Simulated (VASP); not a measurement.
These are PBE GGA, VASP's PBE PAW potentials (set 64) (plane waves; VASP 6.6.1) values and carry that method's errors.

VASP ran on this input.

INCAR:
```
# general
SYSTEM = AlN
PREC   = Accurate
ENCUT  = 600
LREAL  = .FALSE.   # projection in real space or not
LASPH  = .TRUE.   # aspherical one-centre terms

# electronic loop
EDIFF  = 1E-7   # SCF stop (eV)
NELM   = 100
ALGO   = Normal

# smearing
ISMEAR = 0
SIGMA  = 0.05

# functional
GGA    = PE   # PBE

# ions
ISIF   = 2   # forces and stress, cell fixed

# output
LWAVE  = .FALSE.
LCHARG = .FALSE.
```

### KPOINTS
```
Automatic mesh
0
Gamma
10 10 10
0 0 0
```

**POSCAR**
```
AlN
1
   -0.0000000000     2.2005493169     2.2005493169
    2.2005493169     0.0000000000     2.2005493169
    2.2005493169     2.2005493169    -0.0000000000
Al N
1 1
Direct
  0.0000000000   0.0000000000   0.0000000000
  0.2500000000   0.2500000000   0.2500000000
```

POTCAR, in this order: Al N (PBE.64 set). Program: vasp_std.

What VASP printed:

OSZICAR:
```
       N       E                     dE             d eps       ncg     rms          rms(c)
DAV:   1     0.137809516006E+02    0.13781E+02   -0.44253E+03   768   0.944E+02
DAV:   2    -0.164727028369E+02   -0.30254E+02   -0.29246E+02  1032   0.161E+02
DAV:   3    -0.171846341266E+02   -0.71193E+00   -0.71193E+00   848   0.302E+01
DAV:   4    -0.171874560802E+02   -0.28220E-02   -0.28220E-02  1168   0.184E+00
DAV:   5    -0.171874608617E+02   -0.47815E-05   -0.47815E-05   832   0.549E-02    0.851E+00
DAV:   6    -0.148631404824E+02    0.23243E+01   -0.13623E+01   872   0.248E+01    0.289E+00
DAV:   7    -0.148549907635E+02    0.81497E-02   -0.10106E-01   792   0.333E+00    0.195E+00
DAV:   8    -0.148491537303E+02    0.58370E-02   -0.19324E-02   824   0.203E+00    0.406E-01
DAV:   9    -0.148488206071E+02    0.33312E-03   -0.85586E-04  1088   0.246E-01    0.205E-01
DAV:  10    -0.148489295721E+02   -0.10896E-03   -0.32637E-04   824   0.154E-01    0.427E-02
DAV:  11    -0.148489252186E+02    0.43534E-05   -0.13920E-05   928   0.288E-02    0.159E-02
DAV:  12    -0.148489253904E+02   -0.17177E-06   -0.16956E-06   800   0.128E-02    0.850E-04
DAV:  13    -0.148489254069E+02   -0.16518E-07   -0.32484E-08   648   0.152E-03
   1 F= -.14848925E+02 E0= -.14848925E+02  d E =-.600520E-11
```

**OUTCAR**
```
------------------------ aborting loop because EDIFF is reached ----------------------------------------
  FORCE on cell =-STRESS in cart. coord.  units (eV):
  Direction    XX          YY          ZZ          XY          YZ          ZX
  --------------------------------------------------------------------------------------
  Total       -0.0158181     -0.0158181     -0.0158181      0.0000000     -0.0000000     -0.0000000
  in kB       -1.1891613     -1.1891613     -1.1891613      0.0000000     -0.0000000     -0.0000000
  external PRESSURE =      -1.1891613 kB  Pullay stress =       0.0000000 kB
  volume of cell :       21.31
      direct lattice vectors                 reciprocal lattice vectors
     0.000000000  2.200549317  2.200549317    -0.227215994  0.227215994  0.227215994
     2.200549317  0.000000000  2.200549317     0.227215994 -0.227215994  0.227215994
     2.200549317  2.200549317  0.000000000     0.227215994  0.227215994 -0.227215994
  FREE ENERGIE OF THE ION-ELECTRON SYSTEM (eV)
  ---------------------------------------------------
  free  energy   TOTEN  =       -14.8489254069 eV

  energy  without entropy=      -14.8489254069  energy(sigma->0) =      -14.84892541
```
(Selected blocks of OUTCAR.)

The compound is AlN in the zinc blende structure, a metastable form; wurtzite is the usual one. It was relaxed first.
